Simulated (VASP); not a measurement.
Crystal: InSb.

```xyz
2
Lattice="0.0000 3.2391 3.2391 3.2391 0.0000 3.2391 3.2391 3.2391 0.0000" Properties=species:S:1:pos:R:3 pbc="T T T"
In    0.0000    0.0000    0.0000
Sb    1.6196    1.6196    1.6196
```

```yaml
Program: VASP 6.6.1
Task: relaxation of cell and atoms
Functional: PBE
Potentials_or_basis: VASP PAW PBE potentials, release 64 (In_d, Sb)
Cutoff: 520 eV
k_mesh: 8 × 8 × 8
Occupations: gaussian, width 0.02 eV
Spin: non-collinear spin, zero start, spin-orbit coupling
Starting_moments: "[[0.0, 0.0, 0.0], [0.0, 0.0, 0.0]] μB"
```

At the start: pressure 3.2 GPa; volume 33.98 Å³/atom.

Problem. How do energy, volume and symmetry change on relaxing?

Solution. Over 5 steps the energy falls by 23.5 meV/atom and the volume is 36.54 Å³/atom (+7.5 %); space group F-43m (No. 216, to 0.05 Å); moment 0.00 μB per cell.

Step by step:
| step | energy change (eV) | largest force (eV/Å) | pressure (GPa) | volume (Å³) |
| --- | --- | --- | --- | --- |
| 1 | 0.0000 | 0.0000 | 3.16 | 67.97 |
| 2 | -0.0427 | 0.0000 | -0.79 | 74.78 |
| 3 | -0.0470 | 0.0000 | 0.01 | 73.07 |
| 4 | -0.0470 | 0.0000 | -0.04 | 73.17 |
| 5 | -0.0470 | 0.0000 | 0.00 | 73.09 |

Final structure:
```
CELL_PARAMETERS angstrom
0.00000 3.31846 3.31846
3.31846 0.00000 3.31846
3.31846 3.31846 0.00000
ATOMIC_POSITIONS crystal
In 0.00000 0.00000 0.00000
Sb 0.25000 0.25000 0.25000
```
